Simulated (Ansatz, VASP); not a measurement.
**Ti2NF2: VASP beside Ansatz**

One calculation is typed for both programs; each brings its own data sets. How far apart do they land? Of the first pair: The structure shown is the start of the Ansatz relaxation below; VASP solves that cell, so the two are compared at the walk's first step.

Calculated with Ansatz 0.2.0; plane waves, with VASP 6.6.1 beside it; single point at PBE.

### Step 1. The structure

The cell holds 5 atoms: 1 N, 2 Ti and 2 F. Cell: a = 3.040 Å, b = 3.040 Å, c = 33.200 Å, α = 90.0°, β = 90.0°, γ = 120.0°. Vacuum lies along c. The height across the vacuum is the one that the program set for its solve, not the one typed.

### Step 2. Ansatz: relaxation, PBE

Ansatz runs on its PAW soft_1 files.

The two programs are compared at the cell with which this relaxation starts, whose forces are those of its first step.

Contents of input.yaml:

```yaml
crystal:
  lattice:
    - [3.04, 0.0, 0.0]
    - [-1.52, 2.63272, 0.0]
    - [0.0, 0.0, 20.0]
  atoms:
    - { symbol: "N", position: [0.0, 0.0, 0.5] }
    - { symbol: Ti, position: [0.333333, 0.666667, 0.56] }
    - { symbol: Ti, position: [0.666667, 0.333333, 0.44] }
    - { symbol: F, position: [0.666667, 0.333333, 0.6175] }
    - { symbol: F, position: [0.333333, 0.666667, 0.3825] }
  periodic: [true, true, false]
kpoints:
  mp_grid: { grid: [9, 9, 1] }
hamiltonian:
  xc: pbe
  pseudopotentials: { kind: paw, azcp: { folder: soft_1 } }
scf:
  occupations: { method: gaussian, width: 0.1 }
output:
  forces: true
  stress: true
  eigenvalues: true
relax:
  adjacent_minimum: "off"
  f_tol: 0.05
  max_steps: 80
  cell: { stress_2d_tol: 0.02 }
```

Run with:

```
> ansatz run input.yaml --threads 4 --pin off --max-ram 16384MiB --backend cpu --events-out ev --progress --plain --runs-dir out
```

Numbers of over 12 decimals in the logs are rounded to 6 here.

What it wrote:

```text
Warning: crystal.periodic: the lattice vector that does not repeat stood 0.000° off the slab's normal, 20.000 Å along it as the deck builds it. The run solves the slab on a vector along the normal, 33.200 Å long, with every atom where it was (on the deck's vector they left 15.30 Å outside them, and the widest stretch free of ions among them is 1.20 Å). A fractional position that the run reports is one of the run's ce [...]
[...]
SCF iter   3: F=—  HF=-7006.917112 eV  |F-HF|=—  |Δ(HF+E_count)|=   5.51e-6  Δρ=4.33e-6  dr2=2.84e-8  ethr=1.81e-9  ⟨swp⟩=2.1  Hψ=478  notcnv=0
SCF iter   4: F=—  HF=-7006.917117 eV  |F-HF|=—  |Δ(HF+E_count)|=   5.16e-6  Δρ=1.22e-6  dr2=2.93e-9  ethr=6.59e-11  ⟨swp⟩=4.1  Hψ=855  notcnv=0
SCF iter   5: F=—  HF=-7006.917118 eV  |F-HF|=—  |Δ(HF+E_count)|=   2.06e-7  Δρ=4.09e-7  dr2=4.60e-10  ethr=6.82e-12  ⟨swp⟩=2.8  Hψ=652  notcnv=0
SCF iter   6: F=—  HF=-7006.917118 eV  |F-HF|=—  |Δ(HF+E_count)|=   5.26e-8  Δρ=9.63e-8  dr2=2.30e-11  ethr=1.07e-12  ⟨swp⟩=3.1  Hψ=698  notcnv=0
SCF iter   7: F=-7006.917118 eV  HF=-7006.917118 eV  |F-HF|=1.03e-10  |Δ(HF+E_count)|=  6.40e-10  Δρ=1.81e-8  dr2=5.66e-13  ethr=1.00e-12  ⟨swp⟩=11.8  Hψ=2257  notcnv=0
SCF 6 converged in 7 iterations: F = -7006.917118 eV  dr2 = 5.66e-13
relax step   6: F+E_penalty+E_count = -7006.91711759 eV  Δ(F+E_penalty+E_count) = -1.775e-3 eV  max|allowed force component| = 1.133e-2 eV/Å  Δτ_max = 0.0000 Å  P = +0.068 N/m  Ω = 269.043 Å³  fix = [c, alpha, beta]  reactions: c +0.000 N/m  stress off target by 6.79e-2 N/m on what of the cell is left free  SCF on the basis re-selected at this cell (its energy is not comparable with the rows above)  (7 SCF iters)
[...]
relax step   7: F+E_penalty+E_count = -7006.91699257 eV  Δ(F+E_penalty+E_count) = +1.250e-4 eV  max|allowed force component| = 2.331e-3 eV/Å  Δτ_max = 0.0015 Å  P = -0.003 N/m  Ω = 269.336 Å³  energy of the carried Pulay correction = -1.497e-4 eV  fix = [c, alpha, beta]  reactions: c -0.000 N/m  (5 SCF iters, dr2 threshold 5.33e-9 eV, accepted)
[...]
relax step   8: F+E_penalty+E_count = -7006.91717303 eV  Δ(F+E_penalty+E_count) = -1.805e-4 eV  max|allowed force component| = 2.334e-3 eV/Å  Δτ_max = 0.0000 Å  P = -0.001 N/m  Ω = 269.336 Å³  fix = [c, alpha, beta]  reactions: c -0.000 N/m  stress off target by 1.10e-3 N/m on what of the cell is left free  SCF on the basis re-selected at this cell (its energy is not comparable with the rows above)  (6 SCF iters)
basis re-selected at this cell: Δ(F+E_penalty+E_count) = -1.805e-4 eV, ΔP = +0.002 N/m vs the last step (what re-selecting the basis moved, of the pressure what is left beyond the Pulay correction that the steps carried, after the strain that the cell walked since its last selection, with what the two solves' SCF thresholds leave and, on support functions, any second-order correction that the steps lacked; it is no m [...]
SCF converged after 6 iterations
Free energy (F): -7006.917173 eV
Harris-Foulkes:  -7006.917173 eV  (|F-HF|=3.00e-11)
Internal energy: -7006.899901 eV  (E = F + TS)
E sigma→0 (E₀):  -7006.908537 eV
Entropy (-TS):   -0.017272 eV (-3.454 meV/atom)
Fermi energy:    -4.412218 eV
--- Per-component energies (eV) ---
  E_band       = -1090.194665
  E_kinetic    = 1088.787521
  E_local      = -136070.654137  (includes V_loc(G=0)·N_el)
  E_nonlocal   = 330.984700
  E_hartree    = 67319.507931
  E_xc         = -447.742405
  E_vxc        = -566.581851  (∫ρ·V_xc dr)
  E_paw        = -2621.567185  (= ΣΔE_a)
  E_vpaw       = -511.748880  (= ΣTr[D̂ρ^β])
  E_aug_tail   = 0.002162  (compensation charges beyond the density's cutoff)
  E_ewald      = 63393.781512
  E_smearing   = -0.017272  (= −TS)
  E_closure    = 0.000000  (closes the sum)
  Σ components = -7006.917173   (vs F -7006.917173, Δ=0.00e0)
--- Forces (eV/Å), atoms counted from 1 ---
  atom   1  N     -0.00000000     0.00000000     0.00000000
  atom   2  Ti     0.00000000     0.00000000     0.00233387
  atom   3  Ti     0.00000000    -0.00000000    -0.00233387
  atom   4  F     -0.00000000    -0.00000000    -0.00075605
  atom   5  F     -0.00000000     0.00000000     0.00075605
  max |Σ_I F_I| component: 9.25e-18 eV/Å
--- 2D stress c σ (N/m, compression-positive) ---
       -0.001096       0.000000       0.000000
       -0.000000      -0.001096       0.000000
        0.000000       0.000000      -0.000000
  P = ½ c Tr σ = -0.0011 N/m
--- Band table (eV; the first three rows and the last of 12) ---
  k-point 0: bands = ["-62.3939", "-62.2745", "-39.0457", "-38.5135", "-38.4816", "-38.4816", "-38.3977", "-38.3977", "-29.9341", "-29.8957", "-20.8213", "-12.7770", "-11.5258", "-11.5258", "-11.4942", "-11.1248", "-11.1248", "-9.6172", "-9.3211", "-9.3211", "-5.1170", "-5.1170", "-4.3380", "-3.1224", "-3.1224", "-3.1182", "-3.0372"]
  k-point 1: bands = ["-62.3845", "-62.2716", "-39.0249", "-38.5954", "-38.5011", "-38.4620", "-38.4390", "-38.3995", "-29.9061", "-29.8761", "-20.7598", "-12.6087", "-11.8553", "-11.4843", "-11.3650", "-11.2209", "-11.1436", "-9.6441", "-9.5632", "-9.4206", "-5.3302", "-4.9155", "-4.3289", "-3.2952", "-3.1055", "-3.0798", "-2.8896"]
  k-point 2: bands = ["-62.3598", "-62.2649", "-38.9783", "-38.7435", "-38.5587", "-38.5455", "-38.4448", "-38.4088", "-29.8410", "-29.8282", "-20.5994", "-12.2459", "-12.0011", "-11.7807", "-11.4369", "-11.4091", "-11.1984", "-10.0752", "-9.5996", "-9.5890", "-5.8487", "-4.4016", "-4.1709", "-3.2643", "-3.0833", "-2.9671", "-2.6032"]
  k-point 11: bands = ["-62.2745", "-62.2745", "-38.8872", "-38.8872", "-38.8821", "-38.6004", "-38.5132", "-38.5132", "-29.7132", "-29.7132", "-20.1910", "-12.1422", "-12.1386", "-11.8902", "-11.8902", "-11.4271", "-11.4271", "-10.5005", "-10.5005", "-9.7823", "-4.5375", "-4.4181", "-4.4181", "-2.7549", "-2.7549", "-2.6638", "-1.4606"]
--- Relaxed structure (6 steps of the walk, 6 accepted, 2 SCFs on fresh bases) ---
  F+E_penalty+E_count = -7006.91717303 eV   max|allowed force component| = 2.334e-3 eV/Å   (the final SCF, on the basis selected at the relaxed cell)
  cell:  # Å, volume = 269.3360 Å³
    - [3.060644, 0, 0]
    - [-1.530322, 2.650596, 0]
    - [0, 0, 33.2]
  atoms:
    - { symbol: N, position: [0, 0, 0.301205] }
    - { symbol: Ti, position: [0.333333, 0.666667, 0.333355] }
    - { symbol: Ti, position: [0.666667, 0.333333, 0.269054] }
    - { symbol: F, position: [0.666667, 0.333333, 0.370925] }
    - { symbol: F, position: [0.333333, 0.666667, 0.231484] }
```

Reading the cycles: dr2 is the Hartree energy of the density residual (eV), the measure of convergence; HF is the Harris–Foulkes estimate of the energy, which meets the free energy F at convergence.

### Step 3. VASP: single point, PBE, start cell, pair 1

The same cell, functional, mesh and smearing now go to VASP, with its own data sets.

Lines of VASP's logs that name or quote its potential files are left out, and so is its time.

Contents of INCAR:

```
SYSTEM = Ti2NF2
PREC = Accurate
ENCUT = 520
EDIFF = 1E-06
NELM = 120
ISMEAR = 0
SIGMA = 0.1
LREAL = .FALSE.
ALGO = Normal
GGA = PE
NBANDS = 27
LASPH = .TRUE.
LORBIT = 11
LWAVE = .FALSE.
LCHARG = .FALSE.
ISIF = 2
LDIPOL = .TRUE.
IDIPOL = 3
DIPOL = 0.5 0.5 0.301
LVHAR = .TRUE.
GGA_COMPAT = .FALSE.
NELMDL = -8
KPAR = 2
```

Contents of POSCAR:

```
Ti2NF2
1.0
    3.0400020000      0.0000000000      0.0000000000
   -1.5200010000      2.6327190000      0.0000000000
    0.0000000000      0.0000000000     33.2000000000
N Ti F
1 2 2
Direct
    0.0000000000      0.0000000000      0.3012048193
    0.3333333333      0.6666666667      0.3373493976
    0.6666666667      0.3333333333      0.2650602410
    0.6666666667      0.3333333333      0.3719879518
    0.3333333333      0.6666666667      0.2304216867
```

Contents of KPOINTS:

```
Automatic mesh
0
Gamma
9 9 1
0 0 0
```

The projector-augmented-wave data sets are N, Ti_sv and F (PBE family, release 64).

Run with:

```
> mpirun -np 2 vasp_std
```

What it wrote:

```text
[banner, memory and clock lines left out]
running    2 mpi-ranks, on    1 nodes
 distrk:  each k-point on    1 cores,    2 groups
 distr:  one band on    1 cores,    1 groups

 POSCAR found type information on POSCAR N TiF
 POSCAR found :  3 types and       5 ions
 LDA part: xc-table for (Slater+PW92), standard interpolation
 POSCAR, INCAR and KPOINTS ok, starting setup
 FFT: planning ... GRIDC
 FFT: planning ... GRID_SOFT
 FFT: planning ... GRID
 WAVECAR not read
 entering main loop
       N       E                     dE             d eps       ncg     rms          rms(c)
DAV:   1     0.519763966594E+03    0.51976E+03   -0.21512E+04   768   0.137E+03
DAV:   2     0.286103063772E+02   -0.49115E+03   -0.48398E+03   868   0.414E+02
DAV:   3    -0.420190770098E+02   -0.70629E+02   -0.70257E+02   896   0.164E+02
DAV:   4    -0.478080863450E+02   -0.57890E+01   -0.57778E+01  1125   0.441E+01
DAV:   5    -0.482127865974E+02   -0.40470E+00   -0.40465E+00   941   0.756E+00
DAV:   6    -0.482255061266E+02   -0.12720E-01   -0.12719E-01  1064   0.173E+00
DAV:   7    -0.482258869166E+02   -0.38079E-03   -0.38078E-03   936   0.228E-01
DAV:   8    -0.482258952974E+02   -0.83808E-05   -0.83783E-05  1072   0.420E-02    0.219E+01
DAV:   9    -0.400370378824E+02    0.81889E+01   -0.64983E+01   863   0.665E+01    0.791E+00
DAV:  10    -0.397859133433E+02    0.25112E+00   -0.51553E+00   837   0.172E+01    0.471E+00
DAV:  11    -0.397140243401E+02    0.71889E-01   -0.55137E-01   781   0.511E+00    0.820E-01
DAV:  12    -0.397081482755E+02    0.58761E-02   -0.75911E-02   889   0.209E+00    0.601E-01
DAV:  13    -0.397015626695E+02    0.65856E-02   -0.13523E-02   823   0.967E-01    0.177E-01
DAV:  14    -0.396992508092E+02    0.23119E-02   -0.20635E-03   864   0.342E-01    0.776E-02
[...]
DAV:  19    -0.396989306412E+02   -0.25563E-03   -0.29935E-05   666   0.280E-02    0.807E-03
DAV:  20    -0.396991142789E+02   -0.18364E-03   -0.10428E-05   618   0.216E-02    0.382E-03
DAV:  21    -0.396992389149E+02   -0.12464E-03   -0.59932E-06   669   0.115E-02    0.192E-03
DAV:  22    -0.396992902904E+02   -0.51376E-04   -0.26933E-06   610   0.581E-03    0.128E-03
DAV:  23    -0.396993074952E+02   -0.17205E-04   -0.76759E-07   513   0.397E-03    0.420E-04
DAV:  24    -0.396993136457E+02   -0.61505E-05   -0.26427E-07   437   0.217E-03    0.226E-04
DAV:  25    -0.396993156316E+02   -0.19859E-05   -0.75639E-08   369   0.132E-03    0.148E-04
DAV:  26    -0.396993163469E+02   -0.71524E-06   -0.51508E-08   368   0.975E-04
   1 F= -.39699316E+02 E0= -.39695847E+02  d E =-.693813E-02
```

Parts of OUTCAR (step 3):

```text
ion  position               nearest neighbor table
   1  0.000  0.000  0.301-   3 2.13   2 2.13   3 2.13   2 2.13   3 2.13   2 2.13
   2  0.333  0.667  0.337-   4 2.10   4 2.10   4 2.10   1 2.13   1 2.13   1 2.13
   3  0.667  0.333  0.265-   5 2.10   5 2.10   5 2.10   1 2.13   1 2.13   1 2.13
   4  0.667  0.333  0.372-   2 2.10   2 2.10   2 2.10
   5  0.333  0.667  0.230-   3 2.10   3 2.10   3 2.10

  LATTYP: Found a hexagonal cell.
 ALAT       =     3.0400020000
 C/A-ratio  =    10.9210454467

 Subroutine GETGRP returns: Found 12 space group operations
 (whereof  6 operations were pure point group operations)

The static configuration has the point symmetry C_3v.
 The point group associated with its full space group is D_3d.

 Found     12 irreducible k-points:

   k-points           NKPTS =     12   k-points in BZ     NKDIM =     12   number of bands    NBANDS=     27

   dimension x,y,z NGX =    24 NGY =   24 NGZ =  250
   dimension x,y,z NGXF=    48 NGYF=   48 NGZF=  500

   ENCUT  =  520.0 eV  38.22 Ry    6.18 a.u.   5.65  5.65 61.73*2*pi/ulx,y,z

   NELECT =      43.0000    total number of electrons

 k-points in reciprocal lattice and weights: Automatic mesh
   0.00000000  0.00000000  0.00000000       0.012
   0.11111111 -0.00000000  0.00000000       0.074
   0.22222222  0.00000000  0.00000000       0.074
   0.33333333  0.00000000  0.00000000       0.074
   0.44444444  0.00000000  0.00000000       0.074
   0.11111111  0.11111111  0.00000000       0.074
   0.22222222  0.11111111  0.00000000       0.148
   0.33333333  0.11111111  0.00000000       0.148
   0.44444444  0.11111111  0.00000000       0.074
   0.22222222  0.22222222  0.00000000       0.074
   0.33333333  0.22222222  0.00000000       0.148
   0.33333333  0.33333333  0.00000000       0.025

 dipolmoment           0.000000      0.000000     -0.000001 electrons x Angstroem

 average (electrostatic) potential at core
       1 -71.0376       2 -83.1175       3 -83.1175       4 -83.6656       5 -83.6656

 E-fermi :  -0.8362

 k-point     1 :       0.0000    0.0000    0.0000
  band No.  band energies     occupation
    ...
     19      -5.2382      2.00000
     20      -5.2382      2.00000
     21      -1.4451      2.00000
     22      -1.4451      2.00000
     23      -1.3626      2.00000
     24      -0.1672      0.00000
     25      -0.1672      0.00000
     26       0.0622      0.00000
     27       0.2009      0.00000

 k-point     2 :       0.1111   -0.0000    0.0000
  band No.  band energies     occupation
    ...
     19      -5.6565      2.00000
     20      -5.3455      2.00000
     21      -1.6943      2.00000
     22      -1.2427      2.00000
     23      -1.2091      2.00000
     24      -0.2238      0.00000
     25      -0.0557      0.00000
     26       0.0915      0.00000
     27       0.2568      0.00000

 k-point     3 :       0.2222    0.0000    0.0000
  band No.  band energies     occupation
    ...
     17      -8.7649      2.00000
     18      -6.4245      2.00000
     19      -6.1763      2.00000
     20      -5.5465      2.00000
     21      -2.2504      2.00000
     22      -0.7848      0.46735
     23      -0.7446      0.19491
     24      -0.2982      0.00000
     25       0.1499      0.00000
     26       0.2187      0.00000
    ...

  Total       -0.0565214     -0.0565214     -2.1326641      0.0000000     -0.0000000      0.0000000
  in kB       -0.3408061     -0.3408061    -12.8592780      0.0000000     -0.0000000      0.0000000
  external PRESSURE =      -4.5136301 kB  Pullay stress =       0.0000000 kB

  energy-cutoff  :      520.00
  volume of cell :      265.72
      direct lattice vectors                 reciprocal lattice vectors
     3.040002000  0.000000000  0.000000000     0.328947152  0.189917724  0.000000000
    -1.520001000  2.632719000  0.000000000     0.000000000  0.379835448  0.000000000
     0.000000000  0.000000000 33.200000000     0.000000000  0.000000000  0.030120482

 POSITION                                       TOTAL-FORCE (eV/Angst)
 -----------------------------------------------------------------------------------
      0.00000      0.00000     10.00000        -0.000000      0.000000     -0.000000
     -0.00000      1.75515     11.20000        -0.000000      0.000000     -3.228007
      1.52000      0.87757      8.80000         0.000000      0.000000      3.228007
      1.52000      0.87757     12.35000        -0.000000      0.000000      1.217573
     -0.00000      1.75515      7.65000         0.000000      0.000000     -1.217573
 -----------------------------------------------------------------------------------
    total drift:                               -0.000000     -0.000000     -0.000031

  FREE ENERGIE OF THE ION-ELECTRON SYSTEM (eV)
  ---------------------------------------------------
  free  energy   TOTEN  =       -39.6993163469 eV

  energy  without entropy=      -39.6923782174  energy(sigma->0) =      -39.69584728

 vacuum level on the upper side and lower side of the slab         2.467         2.467

 total charge
# of ion       s       p       d       tot
------------------------------------------
    1        1.241   2.482   0.000   3.723
    2        2.151   6.156   1.988  10.295
    3        2.151   6.156   1.988  10.295
    4        1.737   4.377   0.000   6.114
    5        1.737   4.377   0.000   6.114
--------------------------------------------------
tot          9.017  23.548   3.976  36.541

[... 3 further parts left out ...]
```

This run has no spin polarisation, so a moment on Ti, if there is one, isn't seen. Its electron count is odd, so without a moment it is a metal by construction.

### Step 4. Comparison

Known differences besides the potentials themselves: Ansatz cuts the interaction across the vacuum, VASP repeats the sheet with a dipole correction; Ansatz takes its cutoff from its data sets, VASP runs at 520 eV. Total energies have different zeros and are not compared.

Forces (eV/Å; atoms numbered as in POSCAR):

```tsv
atom	Ansatz x, y, z	VASP x, y, z
N1	0.000, 0.000, 0.000	0.000, 0.000, 0.000
Ti2	0.000, 0.000, -3.236	0.000, 0.000, -3.228
Ti3	0.000, 0.000, 3.236	0.000, 0.000, 3.228
F4	0.000, 0.000, 1.183	0.000, 0.000, 1.218
F5	0.000, 0.000, -1.183	0.000, 0.000, -1.218
```

The forces differ by 13 meV/Å r.m.s., which is 1.0 % of the r.m.s. force of 1.260 eV/Å (both taken over all components). With vacuum in the cell, a pressure given here is an average over mostly empty space and none of the material.

### Step 5. Ansatz: relaxation, PBE

The two programs are compared at the cell with which this relaxation starts, whose forces are those of its first step.

The structure compared here is the start of the Ansatz relaxation; VASP solves that cell, so the two are compared at the walk's first step.

Contents of input.yaml:

```yaml
crystal:
  lattice:
    - [3.0606444609, 0.0, 0.0]
    - [-1.5303222305, 2.6505958551, 0.0]
    - [0.0, 0.0, 33.2]
  atoms:
    - { symbol: "N", position: [0.0, 0.0, 0.3012048193] }
    - { symbol: Ti, position: [0.3333333333, 0.6666666667, 0.333355388] }
    - { symbol: Ti, position: [0.6666666667, 0.3333333333, 0.2690542506] }
    - { symbol: F, position: [0.6666666667, 0.3333333333, 0.3709252615] }
    - { symbol: F, position: [0.3333333333, 0.6666666667, 0.231484377] }
  periodic: [true, true, false]
kpoints:
  mp_grid: { grid: [15, 15, 1] }
hamiltonian:
  xc: pbe
  pseudopotentials: { kind: paw, azcp: { folder: soft_1 } }
scf:
  occupations: { method: gaussian, width: 0.1 }
output:
  forces: true
  stress: true
  eigenvalues: true
  write_density: true
  write_potential: true
  elf: true
  volumetric_format: npy
relax:
  adjacent_minimum: "off"
  f_tol: 0.005
  max_steps: 80
  cell: { stress_2d_tol: 0.02 }
```

Run with:

```
> ansatz run input.yaml --threads 4 --pin off --max-ram 16384MiB --backend cpu --events-out ev --progress --plain --runs-dir out
```

What it wrote:

```text
[...]
Crystal: 5 atoms, lattice volume = 269.336 Å³
Basis set: ecut = 420 eV, 5235 PW (Γ), exchange–correlation on 48×48×450 points (8 copies of the dense FFT grid, shifted against one another)
Bands: 27, of which v1, the nominal top of the filled ones, is band 22 counted from 1 (21 counted from 0)
Symmetry: 12 space group operations
[...]
k-points: 27 of 225
[...]
cell:  # Å, volume = 269.3622 Å³
    - [3.060793, 2.8868920896432684e-11, 0]
    - [-1.530397, 2.650725, 0]
    - [0, 0, 33.2]
  atoms:
    - { symbol: N, position: [0, 0, 0.30120481928] }
    - { symbol: Ti, position: [0.333333, 0.666667, 0.333310] }
    - { symbol: Ti, position: [0.666667, 0.333333, 0.269100] }
    - { symbol: F, position: [0.666667, 0.333333, 0.370893] }
    - { symbol: F, position: [0.333333, 0.666667, 0.231517] }
[key lines of the parts left out:]
SCF converged after 5 iterations
Free energy (F): -7006.931864 eV
Fermi energy:    -4.449537 eV
P = ½ c Tr σ = -0.0005 N/m
```

[end of part 1 of 2]

[Lines on the potential files, build, host, timing and source positions are cut from VASP's logs without a mark.]

[Logs are printed without paths, hosts, clocks, repeated set-up lines and the standing remarks that a program may print on its own settings, such as how far it seeks lower states.]

[Hosts, paths, dates, database ids (printed as entryN), source tags and the programs' standing remarks are cut or masked in the printed files.]
